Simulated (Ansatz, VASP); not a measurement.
# Cross-check of Cu between VASP and Ansatz, part 3 of 3

One calculation is typed for both programs; each brings its own data sets. How far apart do they land? Of the first pair: The structure shown is frame 250 of Ansatz's trajectory.

VASP 6.6.1 and Ansatz 0.2.0.

So far. Step 6 (VASP: single point, PBEsol, pair 2): The run ends at a pressure of -0.92 GPa, with forces up to 4.7 eV/Å.

## 9. VASP: single point, PBEsol, pair 3

Level of this step: PBEsol; plane waves and PAW (Cu) (VASP).

The same cell, functional, mesh and smearing now go to VASP, with its own data sets.

INCAR

```
SYSTEM = Cu
PREC = Accurate
ENCUT = 520
EDIFF = 1E-06
NELM = 120
ISMEAR = -1
SIGMA = 0.123
LREAL = Auto
ALGO = Normal
GGA = PS
NBANDS = 312
LASPH = .TRUE.
LORBIT = 11
LWAVE = .FALSE.
LCHARG = .FALSE.
ISIF = 2
GGA_COMPAT = .FALSE.
NCORE = 2
```

POSCAR

```
Cu
1.0
    8.5873000000      0.0000000000      0.0000000000
    0.0000000000      8.5873000000      0.0000000000
    0.0000000000      0.0000000000      8.5873000000
Cu
48
Direct
    0.2624340596      0.3792926764      0.8748034889
    0.0437273648      0.4947655258      0.7525764792
    0.3296612439      0.9206036822      0.4989694083
    0.7621021741      0.7275627962      0.9408428726
    0.7885831402      0.3918228081      0.8314837027
    0.1747930083      0.1129342168      0.8715894402
    0.5107309632      0.6893552106      0.5291651625
    0.9368835373      0.6151875444      0.1855414391
    0.8746055221      0.0510171998      0.5626099007
    0.0855682228      0.1341283058      0.1354092672
    0.6747173151      0.1716371851      0.7549287902
    0.9429855717      0.9075262306      0.0840543593
    0.6088176726      0.9784216226      0.5227487103
    0.7015825696      0.5026841964      0.3777438776
    0.6591245211      0.2863531028      0.1965227720
    0.6114028857      0.8509310261      0.7594470905
    0.7676452436      0.7787663177      0.3960965612
    0.6210683218      0.9862587775      0.0285654397
    0.3441477531      0.8423485845      0.8562179032
    0.5360124836      0.6102150851      0.8731848194
    0.2837329545      0.5885319018      0.6599629686
    0.8503487709      0.1656166665      0.0223236640
    0.7839833242      0.0339687678      0.2863181675
    0.8833626402      0.9515330779      0.8263715021
    0.5187311495      0.3620928581      0.9212208727
    0.5147252338      0.7497583641      0.1695061311
    0.9225717047      0.2939340654      0.3355303763
    0.3876655060      0.2222700965      0.1081014987
    0.2468645558      0.8997356561      0.1459480861
    0.4122483202      0.1526207306      0.7331757363
    0.2172976372      0.3336438694      0.5822319006
    0.0385685838      0.4335588602      0.0199014824
    0.1795791459      0.4150664353      0.2720412702
    0.5634599932      0.4435037788      0.6496570517
    0.9787709757      0.5322511150      0.4723836363
    0.4704854844      0.0193774527      0.2611880335
    0.2645301783      0.6277409663      0.0639782004
    0.6493775692      0.5193134047      0.1089748815
    0.0822493683      0.7711504198      0.8890454508
    0.2438950543      0.1613079781      0.3838226218
    0.7749700139      0.6187975266      0.6568770161
    0.2281159387      0.6893552106      0.3865825114
    0.4225193018      0.5017758783      0.2996052310
    0.0299977874      0.9188103362      0.3563867572
    0.1235196162      0.0385336485      0.6211964180
    0.0200878041      0.7800123438      0.6006195195
    0.5264518533      0.2728680726      0.4594459260
    0.8159374891      0.3124148452      0.5820222887
```

KPOINTS

```
Automatic mesh
0
Gamma
1 1 1
0 0 0
```

PAW data sets: Cu (PBE family, release 64).

The run is started by

```
> mpirun -np 8 vasp_gam
```

Numbers of over 12 decimals in the logs are rounded to 6 here.

Log:

```text
[... set-up lines as in an earlier step ...]
 entering main loop
       N       E                     dE             d eps       ncg     rms          rms(c)
DAV:   1     0.712829830798E+04    0.71283E+04   -0.22909E+05   624   0.344E+03
DAV:   2     0.139480404177E+04   -0.57335E+04   -0.55709E+04   624   0.808E+02
DAV:   3    -0.543541143091E+02   -0.14492E+04   -0.13679E+04   624   0.341E+02
DAV:   4    -0.231867297483E+03   -0.17751E+03   -0.16178E+03   680   0.152E+02
[...]
DAV:  18    -0.195648165133E+03    0.41170E-05   -0.32965E-05   704   0.631E-02    0.106E-02
DAV:  19    -0.195648165862E+03   -0.72896E-06   -0.19441E-05   648   0.369E-02    0.382E-03
DAV:  20    -0.195648165966E+03   -0.10464E-06   -0.22950E-06   384   0.151E-02
   1 F= -.19564817E+03 E0= -.19515432E+03  d E =-.987702E+00
```

OUTCAR, selected parts (step 9):

```text
  Total      -21.9145033    -17.7795213    -24.7912519      4.5656669     -1.8694579      1.9080973
  in kB      -55.4462665    -44.9842764    -62.7247782     11.5516732     -4.7299479      4.8277103
  external PRESSURE =     -54.3851071 kB  Pullay stress =       0.0000000 kB

 POSITION                                       TOTAL-FORCE (eV/Angst)
 -----------------------------------------------------------------------------------
      2.25360      3.25710      7.51220        -0.146366      0.046787     -0.211741
      0.37550      4.24870      6.46260        -1.043013      0.438067     -0.492168
      2.83090      7.90550      4.28480         0.502330     -0.411358      0.065551
      6.54440      6.24780      8.07930         1.437030     -0.365543      1.127359
      6.77180      3.36470      7.14020         0.674638      1.465214      2.176779
      1.50100      0.96980      7.48460        -0.325808     -0.398150      0.949134
      4.38580      5.91970      4.54410         0.191132      0.535286     -0.494795
      8.04530      5.28280      1.59330        -0.266185      0.677101      0.615685
      7.51050      0.43810      4.83130        -1.063155     -0.632928     -0.618029
      0.73480      1.15180      1.16280         1.112136      0.939858      1.093227
      5.79400      1.47390      6.48280         0.017606     -1.998338      0.495878
      8.09770      7.79320      0.72180        -0.159192     -0.871115      0.858478
      5.22810      8.40200      4.48900        -0.582164      0.621726     -0.466664
      6.02470      4.31670      3.24380         0.224613      0.011796      0.793754
[...]
-----------------------------------------------------------------------------------
    total drift:                               -0.000408     -0.005816      0.002808

  FREE ENERGIE OF THE ION-ELECTRON SYSTEM (eV)
  ---------------------------------------------------
  free  energy   TOTEN  =      -195.6481659664 eV

  energy  without entropy=     -194.6604640459  energy(sigma->0) =     -195.15431501

[... 2 parts as in an earlier step ...]

[... 1 further part left out ...]
[key lines of the parts left out:]
E-fermi :   5.9830
```

The run ends at a pressure of -5.44 GPa, with forces up to 2.7 eV/Å.

## 10. Differences

What differs besides the data sets and the points named for the pairs above, as far as they apply: the data sets hold 912 valence electrons in Ansatz (on its default PAW (the set named soft_2) files) and 528 in VASP. Total energies have different zeros and are not compared.

Forces on 7 of the 48 atoms, those with the largest forces and the largest differences (eV/Å; atoms numbered as in POSCAR):

| atom | Ansatz x, y, z | VASP x, y, z |
| --- | --- | --- |
| Cu4 | 1.425, -0.358, 1.118 | 1.437, -0.366, 1.127 |
| Cu5 | 0.666, 1.454, 2.160 | 0.675, 1.465, 2.177 |
| Cu11 | 0.024, -1.984, 0.490 | 0.018, -1.998, 0.496 |
| Cu15 | -0.365, -2.252, 0.548 | -0.360, -2.262, 0.549 |
| Cu20 | -1.383, 1.338, -0.553 | -1.399, 1.346, -0.554 |
| Cu25 | 1.085, -2.053, 0.192 | 1.082, -2.058, 0.198 |
| Cu38 | 0.702, 1.682, -0.883 | 0.708, 1.683, -0.882 |

The forces differ by 5.8 meV/Å r.m.s., which is 0.8 % of the r.m.s. force of 0.727 eV/Å (both taken over all components).

## 11. What came out

```json
{
  "r.m.s. force difference (single point, PBEsol, pair 1)": "0.84 % of the r.m.s. force",
  "r.m.s. force difference (single point, PBEsol, pair 2)": "0.78 % of the r.m.s. force",
  "r.m.s. force difference (single point, PBEsol, pair 3)": "0.80 % of the r.m.s. force"
}
```

In words: The r.m.s. force difference is 0.84 % of the r.m.s. force (single point, PBEsol, pair 1), within the 3 % picked in this series as the mark of a large difference. The data sets hold unlike numbers of valence electrons (912 in Ansatz and 528 in VASP), so part of the differences comes from the potentials. How closely two codes agree says nothing of how well the functional describes the real material.

[Lines on the potential files, build, host, timing and source positions are cut from VASP's logs without a mark.]

[Logs are printed without paths, hosts, clocks, repeated set-up lines and the standing remarks that a program may print on its own settings, such as how far it seeks lower states.]

[Hosts, paths, dates, database ids (printed as entryN), source tags and the programs' standing remarks are cut or masked in the printed files.]
